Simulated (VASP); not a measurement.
OSZICAR of a VASP run on Ti$_{25}$O$_{48}$:

### OSZICAR
```
       N       E                     dE             d eps       ncg     rms          rms(c)
DAV:   1     0.627912940893E+04    0.62791E+04   -0.14881E+05   472   0.148E+03
DAV:   2     0.157958927482E+04   -0.46995E+04   -0.45063E+04   528   0.444E+02
DAV:   3    -0.469194289674E+03   -0.20488E+04   -0.19965E+04   592   0.263E+02
DAV:   4    -0.853525235072E+03   -0.38433E+03   -0.38210E+03   736   0.121E+02
DAV:   5    -0.864382571092E+03   -0.10857E+02   -0.10835E+02   696   0.192E+01    0.151E+02
RMM:   6    -0.641622736047E+03    0.22276E+03   -0.11834E+03   492   0.724E+01    0.220E+01
RMM:   7    -0.650773962370E+03   -0.91512E+01   -0.16523E+02   478   0.345E+01    0.422E+01
RMM:   8    -0.658877470697E+03   -0.81035E+01   -0.66123E+01   502   0.135E+01    0.451E+01
RMM:   9    -0.725490571854E+03   -0.66613E+02   -0.34753E+02   729   0.306E+01    0.803E+01
RMM:  10    -0.693286909631E+03    0.32204E+02   -0.23357E+01   473   0.117E+01    0.619E+01
RMM:  11    -0.677963575805E+03    0.15323E+02   -0.26227E+01   475   0.821E+00    0.506E+01
RMM:  12    -0.665164870925E+03    0.12799E+02   -0.31883E+01   575   0.947E+00    0.370E+01
RMM:  13    -0.657549816034E+03    0.76151E+01   -0.15670E+01   534   0.728E+00    0.265E+01
RMM:  14    -0.655985362645E+03    0.15645E+01   -0.53058E+00   553   0.380E+00    0.224E+01
RMM:  15    -0.655252397351E+03    0.73297E+00   -0.11794E+00   567   0.212E+00    0.200E+01
RMM:  16    -0.654929103373E+03    0.32329E+00   -0.41006E-01   532   0.115E+00    0.188E+01
RMM:  17    -0.652933054103E+03    0.19960E+01   -0.29915E+00   663   0.314E+00    0.124E+01
RMM:  18    -0.652415636181E+03    0.51742E+00   -0.45612E-01   572   0.126E+00    0.103E+01
RMM:  19    -0.651539421149E+03    0.87622E+00   -0.16580E+00   653   0.228E+00    0.639E+00
RMM:  20    -0.651295518954E+03    0.24390E+00   -0.30609E-01   589   0.101E+00    0.498E+00
RMM:  21    -0.651204308322E+03    0.91211E-01   -0.11930E-01   549   0.558E-01    0.420E+00
RMM:  22    -0.651036757491E+03    0.16755E+00   -0.28658E-01   606   0.969E-01    0.272E+00
RMM:  23    -0.650958435288E+03    0.78322E-01   -0.17429E-01   584   0.791E-01    0.171E+00
RMM:  24    -0.650945527084E+03    0.12908E-01   -0.26267E-02   557   0.285E-01    0.140E+00
RMM:  25    -0.650939764219E+03    0.57629E-02   -0.58353E-03   492   0.144E-01    0.125E+00
RMM:  26    -0.650929548955E+03    0.10215E-01   -0.13885E-02   596   0.201E-01    0.958E-01
RMM:  27    -0.650925600768E+03    0.39482E-02   -0.33700E-03   475   0.143E-01    0.805E-01
RMM:  28    -0.650919411559E+03    0.61892E-02   -0.15028E-02   614   0.204E-01    0.472E-01
RMM:  29    -0.650918401435E+03    0.10101E-02   -0.14978E-03   549   0.738E-02    0.392E-01
RMM:  30    -0.650916663560E+03    0.17379E-02   -0.44742E-03   592   0.130E-01    0.209E-01
RMM:  31    -0.650916068677E+03    0.59488E-03   -0.40295E-03   618   0.120E-01    0.428E-02
RMM:  32    -0.650916067373E+03    0.13044E-05   -0.26044E-04   543   0.286E-02    0.208E-02
RMM:  33    -0.650916066104E+03    0.12689E-05   -0.56842E-05   398   0.144E-02
   1 F= -.65091607E+03 E0= -.65088808E+03  d E =-.650916E+03
       N       E                     dE             d eps       ncg     rms          rms(c)
DAV:   1    -0.650916804486E+03   -0.73711E-03   -0.68605E-01   512   0.202E+00    0.254E-01
RMM:   2    -0.650918056010E+03   -0.12515E-02   -0.24806E-02   470   0.461E-01    0.366E-01
RMM:   3    -0.650918592906E+03   -0.53690E-03   -0.75255E-03   526   0.208E-01    0.235E-01
RMM:   4    -0.650918875204E+03   -0.28230E-03   -0.17369E-03   471   0.119E-01    0.313E-01
RMM:   5    -0.650918300958E+03    0.57425E-03   -0.17146E-03   499   0.103E-01    0.182E-01
RMM:   6    -0.650918289409E+03    0.11549E-04   -0.12305E-03   505   0.790E-02    0.142E-01
RMM:   7    -0.650918191899E+03    0.97509E-04   -0.37874E-04   468   0.516E-02    0.971E-02
RMM:   8    -0.650918162049E+03    0.29850E-04   -0.13156E-04   426   0.279E-02    0.906E-02
RMM:   9    -0.650918078085E+03    0.83964E-04   -0.25343E-04   490   0.312E-02    0.437E-02
RMM:  10    -0.650918068761E+03    0.93237E-05   -0.15013E-04   475   0.222E-02    0.250E-02
RMM:  11    -0.650918071156E+03   -0.23945E-05   -0.18360E-05   275   0.118E-02
   2 F= -.65091807E+03 E0= -.65089001E+03  d E =-.200505E-02
       N       E                     dE             d eps       ncg     rms          rms(c)
DAV:   1    -0.650918112754E+03   -0.43993E-04   -0.18200E-02   528   0.329E-01    0.342E-02
RMM:   2    -0.650918144049E+03   -0.31295E-04   -0.56796E-04   468   0.714E-02    0.542E-02
RMM:   3    -0.650918152295E+03   -0.82455E-05   -0.14988E-04   480   0.311E-02    0.341E-02
RMM:   4    -0.650918155657E+03   -0.33623E-05   -0.33717E-05   316   0.168E-02
   3 F= -.65091816E+03 E0= -.65089011E+03  d E =-.208955E-02
       N       E                     dE             d eps       ncg     rms          rms(c)
DAV:   1    -0.650918217602E+03   -0.65307E-04   -0.62296E-01   496   0.192E+00    0.198E-01
RMM:   2    -0.650919394712E+03   -0.11771E-02   -0.17622E-02   470   0.385E-01    0.223E-01
RMM:   3    -0.650919716161E+03   -0.32145E-03   -0.50767E-03   509   0.183E-01    0.147E-01
RMM:   4    -0.650919692232E+03    0.23929E-04   -0.10556E-03   476   0.959E-02    0.156E-01
RMM:   5    -0.650919638651E+03    0.53581E-04   -0.59674E-04   485   0.663E-02    0.132E-01
RMM:   6    -0.650919487019E+03    0.15163E-03   -0.46894E-04   489   0.546E-02    0.619E-02
RMM:   7    -0.650919456512E+03    0.30506E-04   -0.16959E-04   471   0.334E-02    0.295E-02
RMM:   8    -0.650919445093E+03    0.11420E-04   -0.55509E-05   411   0.185E-02    0.201E-02
RMM:   9    -0.650919447469E+03   -0.23761E-05   -0.50661E-05   363   0.136E-02
   4 F= -.65091945E+03 E0= -.65089143E+03  d E =-.129181E-02
       N       E                     dE             d eps       ncg     rms          rms(c)
DAV:   1    -0.650919446032E+03   -0.93978E-06   -0.22909E-03   544   0.115E-01    0.144E-02
RMM:   2    -0.650919458264E+03   -0.12232E-04   -0.83798E-05   468   0.258E-02    0.360E-02
RMM:   3    -0.650919448836E+03    0.94278E-05   -0.25015E-05   278   0.147E-02    0.117E-02
RMM:   4    -0.650919448032E+03    0.80455E-06   -0.51003E-06   269   0.714E-03
   5 F= -.65091945E+03 E0= -.65089143E+03  d E =-.129237E-02
       N       E                     dE             d eps       ncg     rms          rms(c)
DAV:   1    -0.650919575825E+03   -0.12699E-03   -0.56358E-01   480   0.183E+00    0.167E-01
RMM:   2    -0.650920549879E+03   -0.97405E-03   -0.14104E-02   470   0.344E-01    0.168E-01
RMM:   3    -0.650920846025E+03   -0.29615E-03   -0.38825E-03   506   0.158E-01    0.114E-01
RMM:   4    -0.650920847707E+03   -0.16826E-05   -0.84084E-04   477   0.853E-02    0.120E-01
RMM:   5    -0.650920827454E+03    0.20254E-04   -0.44515E-04   486   0.580E-02    0.112E-01
RMM:   6    -0.650920717314E+03    0.11014E-03   -0.26871E-04   479   0.438E-02    0.540E-02
RMM:   7    -0.650920690813E+03    0.26501E-04   -0.10670E-04   445   0.275E-02    0.190E-02
RMM:   8    -0.650920687722E+03    0.30912E-05   -0.38076E-05   336   0.142E-02
   6 F= -.65092069E+03 E0= -.65089274E+03  d E =-.123969E-02
       N       E                     dE             d eps       ncg     rms          rms(c)
DAV:   1    -0.650920612374E+03    0.78438E-04   -0.74119E-02   496   0.663E-01    0.637E-02
RMM:   2    -0.650920796026E+03   -0.18365E-03   -0.20033E-03   470   0.129E-01    0.955E-02
RMM:   3    -0.650920806507E+03   -0.10481E-04   -0.60794E-04   503   0.636E-02    0.595E-02
RMM:   4    -0.650920783689E+03    0.22819E-04   -0.10930E-04   476   0.301E-02    0.345E-02
RMM:   5    -0.650920784800E+03   -0.11116E-05   -0.75324E-05   462   0.223E-02
   7 F= -.65092078E+03 E0= -.65089284E+03  d E =-.133677E-02
       N       E                     dE             d eps       ncg     rms          rms(c)
DAV:   1    -0.650920851768E+03   -0.68079E-04   -0.46068E-01   480   0.165E+00    0.153E-01
RMM:   2    -0.650921675265E+03   -0.82350E-03   -0.10894E-02   470   0.305E-01    0.151E-01
RMM:   3    -0.650921988498E+03   -0.31323E-03   -0.30014E-03   504   0.139E-01    0.147E-01
RMM:   4    -0.650921880748E+03    0.10775E-03   -0.63963E-04   478   0.757E-02    0.982E-02
RMM:   5    -0.650921852903E+03    0.27845E-04   -0.36324E-04   489   0.516E-02    0.782E-02
RMM:   6    -0.650921793584E+03    0.59319E-04   -0.21528E-04   477   0.406E-02    0.461E-02
RMM:   7    -0.650921780805E+03    0.12780E-04   -0.78123E-05   423   0.236E-02    0.274E-02
RMM:   8    -0.650921778977E+03    0.18273E-05   -0.30410E-05   308   0.137E-02
   8 F= -.65092178E+03 E0= -.65089392E+03  d E =-.994177E-03
```

Task: Which electronic solver shows in the log?

Result: It is blocked Davidson (ALGO = Normal, or the opening steps of other solvers) and then RMM-DIIS (ALGO = Fast or VeryFast). The INCAR had ALGO = Fast.

Task: Can the final energy be trusted as converged?

Result: The calculation finished and met its thresholds. It stopped with EDIFF = 1E-5, NELM = 100, NSW = 120 and EDIFFG = -0.03 after 8 ionic steps (PBE GGA, plane waves, VASP's PBE PAW potentials (set 64)).  The cell is charged, with a uniform compensating background. The supercell is sampled at Γ alone, which is coarse: total energies, pressure and levels can be off, energies of defects by several tenths of an eV.

The cell is a supercell with a defect, built from TiO2 (rutile): Ti_i, charge +2. The run is not spin-polarised, so no state with unpaired spins was tried.
